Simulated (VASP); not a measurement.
The system is HfCl4, in a box.

```xyz
5
Lattice="14.0357 0.0000 0.0000 0.0000 14.5357 0.0000 0.0000 0.0000 15.0357" Properties=species:S:1:pos:R:3 pbc="T T T"
Hf    7.0178    7.3178    7.5178
Cl    5.0435    6.7401    6.4739
Cl    6.7016    7.3404    9.8027
Cl    8.6500    5.7781    6.9827
Cl    7.6763    9.4129    6.8122
```

Base run:

* Program: VASP 6.6.1
* Functional: optB86b-vdW
* Potentials or basis: VASP PAW PBE potentials, release 64 (Hf_pv, Cl)
* Cutoff: 400 eV
* k mesh: 1 × 1 × 1
* Occupations: gaussian, width 0.01 eV
* Spin: no spin polarisation

Its results: gap between the frontier levels 5.32 eV; largest force 0.057 eV/Å.

Task: The run is repeated on the same cell with these changes: functional from optB86b-vdW to LDA; potentials or basis from VASP PAW PBE potentials, release 64 (Hf_pv, Cl) to VASP PAW LDA potentials, release 64 (Hf_pv, Cl). What comes out?

Result: Gap between the frontier levels 5.22 eV; largest force 0.579 eV/Å.

Caveats: spin-orbit coupling is left out, which moves the levels of the heavy elements; the PAW data sets were made with another functional, which shifts forces and pressure a little (some runs).

A k mesh can miss the band edges.

Not every run made on this cell is shown here.
